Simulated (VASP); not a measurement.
# Ta$_{3}$Ge (relaxed from the D03 structure, space group Fm-3m): computed properties

Computed with PBEsol GGA, VASP's PBE PAW potentials (set 64) (plane waves; VASP).

| Property | Value |
|---|---|
| space group | Fm-3m (225) |
| cell | a = b = c = 6.456 Å, α = β = γ = 90.00° |
| volume per atom | 16.82 Å^3/atom |
| band gap (over mesh and band path) | none (metal, semimetal or under 0.01 eV) |
| density | 15.19 g/cm³ |

Ta$_{3}$Ge has the cubic space group Fm-3m (No. 225), Pearson symbol cF16. Cell: a = b = c = 6.4564 Å, α = β = γ = 90.00°. Ge on 4a has 8 Ta at 2.796 Å and 6 Ta at 3.228 Å. Ta1 on 4b sees 8 Ta at 2.796 Å and 6 Ge at 3.228 Å. Ta2 on 8c is surrounded by 4 Ge at 2.796 Å and 4 Ta at 2.796 Å and 6 Ta at 3.228 Å. (Neighbours: up to the widest gap in distance over summed covalent radii, below 1.35, at either atom; cation-cation and far metal-metal contacts left out.)
(The calculation used a cell of 4 atoms; values per cell refer to that cell.)

Unless said otherwise, spin-orbit coupling is left out, though it shifts the bands of the heavy elements here.

The structure was generated: Ta3Ge was put into the D03 type (Fm-3m), which need not be its known phase. It was relaxed first, which changed the volume by -19 %. Symmetry was kept, so distortions that lower it aren't found. The electron count is odd and the run is not spin-polarised, which forces a metal.
